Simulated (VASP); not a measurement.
Output of a VASP run:

### OUTCAR
```
 ion  position               nearest neighbor table
   1  0.000  0.000  0.000-   2 2.57   3 2.57   3 2.57   2 2.57   3 2.57   2 2.57
   2  0.333  0.667  0.286-   1 2.57   1 2.57   1 2.57   3 3.16   3 3.16   3 3.16
   3  0.667  0.333  0.714-   1 2.57   1 2.57   1 2.57   2 3.16   2 3.16   2 3.16
  LATTYP: Found a hexagonal cell.
 ALAT       =     3.4237353224
 C/A-ratio  =     1.6776421076
 Subroutine PRICEL returns:
 Original cell was already a primitive cell.
 Subroutine GETGRP returns: Found 12 space group operations
The static configuration has the point symmetry D_3d.
The dynamic configuration has the point symmetry D_3d.
 Subroutine INISYM returns: Found 12 space group operations
 Subroutine IBZKPT returns following result:
 Found     35 irreducible k-points:

 Following reciprocal coordinates:
            Coordinates               Weight
  0.000000  0.000000  0.000000      1.000000
  0.125000  0.000000  0.000000      6.000000
  0.250000  0.000000  0.000000      6.000000
  0.375000  0.000000  0.000000      6.000000
  0.500000  0.000000  0.000000      3.000000
  0.125000  0.125000  0.000000      6.000000
  0.250000  0.125000  0.000000     12.000000
  0.375000  0.125000  0.000000     12.000000
  0.250000  0.250000  0.000000      6.000000
  0.375000  0.250000  0.000000      6.000000
  0.000000  0.000000  0.250000      2.000000
  0.125000  0.000000  0.250000      6.000000
  0.000000  0.125000  0.250000      6.000000
  0.250000  0.000000  0.250000      6.000000
  0.000000  0.250000  0.250000      6.000000
  0.375000  0.000000  0.250000      6.000000
  0.000000  0.375000  0.250000      6.000000
  0.500000  0.000000  0.250000      6.000000
  0.125000  0.125000  0.250000     12.000000
  0.250000  0.125000  0.250000     12.000000
 -0.125000  0.375000  0.250000     12.000000
  0.375000  0.125000  0.250000     12.000000
 -0.125000  0.500000  0.250000     12.000000
  0.250000  0.250000  0.250000     12.000000
  0.375000  0.250000  0.250000     12.000000
  0.000000  0.000000  0.500000      1.000000
  0.125000  0.000000  0.500000      6.000000
  0.250000  0.000000  0.500000      6.000000
  0.375000  0.000000  0.500000      6.000000
  0.500000  0.000000  0.500000      3.000000
  0.125000  0.125000  0.500000      6.000000
  0.250000  0.125000  0.500000     12.000000
  0.375000  0.125000  0.500000     12.000000
  0.250000  0.250000  0.500000      6.000000
  0.375000  0.250000  0.500000      6.000000
   k-points           NKPTS =     35   k-points in BZ     NKDIM =     35   number of bands    NBANDS=     12
   number of dos      NEDOS =    301   number of ions     NIONS =      3
   total plane-waves  NPLWV =  32928
   dimension x,y,z NGX =    28 NGY =   28 NGZ =   42
   dimension x,y,z NGXF=    56 NGYF=   56 NGZF=   84
   ions per type =               1   2
   PREC   = accura    normal or accurate (medium, high low for compatibility)
   ISTART =      0    job   : 0-new  1-cont  2-samecut
   ICHARG =      2    charge: 1-file 2-atom 10-const
   ISPIN  =      1    spin polarized calculation?
   LNONCOLLINEAR =      F non collinear calculations
   LSORBIT =      F    spin-orbit coupling
   INIWAV =      1    electr: 0-lowe 1-rand  2-diag
   ENCUT  =  500.0 eV  36.75 Ry    6.06 a.u.   6.24  6.24 10.47*2*pi/ulx,y,z
   NELM   =    100;   NELMIN=  2; NELMDL= -5     # of ELM steps
   EDIFF  = 0.1E-05   stopping-criterion for ELM
   LREAL  =      F    real-space projection
   NLSPLINE    = F    spline interpolate recip. space projectors
   LMAXMIX     =    4 max onsite mixed and CHGCAR
   VOSKOWN=      0    Vosko Wilk Nusair interpolation
   EDIFFG = -.2E-01   stopping-criterion for IOM
   NSW    =     40    number of steps for IOM
   NBLOCK =      1;   KBLOCK =     40    inner block; outer block
   IBRION =      2    ionic relax: 0-MD 1-quasi-New 2-CG
   NFREE  =      1    steps in history (QN), initial steepest desc. (CG)
   ISIF   =      3    stress and relaxation
   ISYM   =      2    0-nonsym 1-usesym 2-fastsym
...
```

### OSZICAR
```
       N       E                     dE             d eps       ncg     rms          rms(c)
DAV:   1     0.802143715858E+02    0.80214E+02   -0.64413E+03   840   0.108E+03
DAV:   2    -0.370888304670E+00   -0.80585E+02   -0.73107E+02  1180   0.169E+02
DAV:   3    -0.509415773764E+01   -0.47233E+01   -0.46920E+01  1076   0.470E+01
DAV:   4    -0.515752958482E+01   -0.63372E-01   -0.63346E-01   984   0.667E+00
DAV:   5    -0.515872147654E+01   -0.11919E-02   -0.11918E-02  1044   0.946E-01    0.118E+01
DAV:   6    -0.501029351160E+01    0.14843E+00   -0.18125E-01   928   0.308E+00    0.663E+00
DAV:   7    -0.497739122588E+01    0.32902E-01   -0.14830E-01   984   0.256E+00    0.122E+00
DAV:   8    -0.497675157946E+01    0.63965E-03   -0.12918E-02   908   0.877E-01    0.366E-01
DAV:   9    -0.497637933352E+01    0.37225E-03   -0.13432E-03  1004   0.250E-01    0.122E-01
DAV:  10    -0.497631887501E+01    0.60459E-04   -0.37346E-04   956   0.128E-01    0.389E-02
DAV:  11    -0.497631650443E+01    0.23706E-05   -0.26738E-05   980   0.395E-02    0.198E-02
DAV:  12    -0.497631647523E+01    0.29203E-07   -0.62842E-06   988   0.157E-02
   1 F= 0.11400677E+02 E0= 0.11400677E+02  d E =0.114007E+02
```

File OUTCAR:
```
------------------------ aborting loop because EDIFF is reached ----------------------------------------
  FORCE on cell =-STRESS in cart. coord.  units (eV):
  Direction    XX          YY          ZZ          XY          YZ          ZX
  --------------------------------------------------------------------------------------
  Total       16.3355002     16.3352359     16.3807999      0.0000000      0.0000000      0.0000000
  in kB      448.8598527    448.8525924    450.1045787      0.0000000      0.0000000      0.0000000
  external PRESSURE =      -0.7276587 kB  Pullay stress =     450.0000000 kB
  volume of cell :       58.31
      direct lattice vectors                 reciprocal lattice vectors
     1.711878045 -2.965035770  0.000000000     0.292076881 -0.168632030  0.000000000
     1.711878045  2.965035770  0.000000000     0.292076881  0.168632030  0.000000000
     0.000000000  0.000000000  5.743802542     0.000000000  0.000000000  0.174100692
 POSITION                                       TOTAL-FORCE (eV/Angst)
 -----------------------------------------------------------------------------------
      0.00000      0.00000      0.00000         0.000000      0.000000      0.000000
      1.71188      0.98835      1.63999        -0.000000      0.000000      0.005819
      1.71188     -0.98835      4.10381         0.000000     -0.000000     -0.005819
 -----------------------------------------------------------------------------------
    total drift:                                0.000000     -0.000000      0.000000
  FREE ENERGIE OF THE ION-ELECTRON SYSTEM (eV)
  ---------------------------------------------------
  free  energy   TOTEN  =        -4.9763164752 eV

  energy  without entropy=       -4.9763164752  energy(sigma->0) =       -4.97631648
  enthalpy is  TOTEN    =        11.4006774390 eV   P V=       16.3769939142

 reached required accuracy - stopping structural energy minimisation
```
(Selected blocks of OUTCAR.)

**POSCAR**
```
MgI2
1
    1.7118780448    -2.9650357700    -0.0000000000
    1.7118780448     2.9650357700     0.0000000000
    0.0000000000     0.0000000000     5.7438025422
Mg I
1 2
Direct
  0.0000000000   0.0000000000   0.0000000000
  0.3333330000   0.6666670000   0.2855242540
  0.6666670000   0.3333330000   0.7144757460
```

Task: Reconstruct the remaining input files.

Result: Several could match; the one computed here: the input of the run itself, PBEsol GGA, plane waves, VASP's PBE PAW potentials (set 64).

**INCAR**
```
SYSTEM = MgI2
PREC = Accurate
ENCUT = 500
EDIFF = 1E-6
NELM = 100
ALGO = Normal
LREAL = .FALSE.
LASPH = .TRUE.
ISMEAR = 0
SIGMA = 0.05
GGA = PS
LMAXMIX = 4
LWAVE = .FALSE.
LCHARG = .FALSE.
IBRION = 2
ISIF = 3
NSW = 40
EDIFFG = -0.02
PSTRESS = 450
```

File KPOINTS:
```
Automatic mesh
0
Gamma
8 8 4
0 0 0
```

POTCAR, in this order: Mg I (PBE.64 set). Program: vasp_std.

Without a dispersion term in the relaxation, distances and binding between the weakly bound layers, chains or molecules are unreliable, and so is what depends on them.

The compound is MgI2 in the 1T layered structure. It was relaxed first under an external pressure of 45 GPa.
